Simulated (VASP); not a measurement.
Data:

```xyz
8
Lattice="4.8876 0.0000 0.0000 -2.4438 4.2328 0.0000 0.0000 0.0000 3.9067" Properties=species:S:1:pos:R:3 pbc="T T T"
Co     0.0000     1.4099     2.9300
Co     2.4438     2.8229     0.9767
Co     3.6666     0.7050     0.9767
Co    -1.2228     3.5279     2.9300
Co     1.2228     3.5279     2.9300
Co     1.2210     0.7050     0.9767
Si     2.4438     1.4109     2.9300
Si     0.0000     2.8219     0.9767
```

Calculation: r2SCAN meta-GGA, VASP's PBE PAW potentials (set 64) (plane waves; VASP). Run with 400 eV cut-off, 8×8×9 Γ-centred mesh, tetrahedra with Blöchl corrections, potentials Co Si.

Q: Predict the energy per atom (σ→0), band gap (over mesh and band path) with the smallest direct gap where there is one.

A: 
```
Item                                                                  Result
----------------------------------  ----------------------------------------
band gap (over mesh and band path)  none (metal, semimetal or under 0.01 eV)
energy per atom (σ→0)                                        -12.207 eV/atom
```

The absolute energy has meaning only against runs of the same code, potentials and settings.

The structure comes from a computed database's Co3Si entry (P6_3/mmc); how it stands against other phases isn't given here. It was relaxed first, which changed the volume by -5 %. The run is not spin-polarised, so no magnetic state was tried.
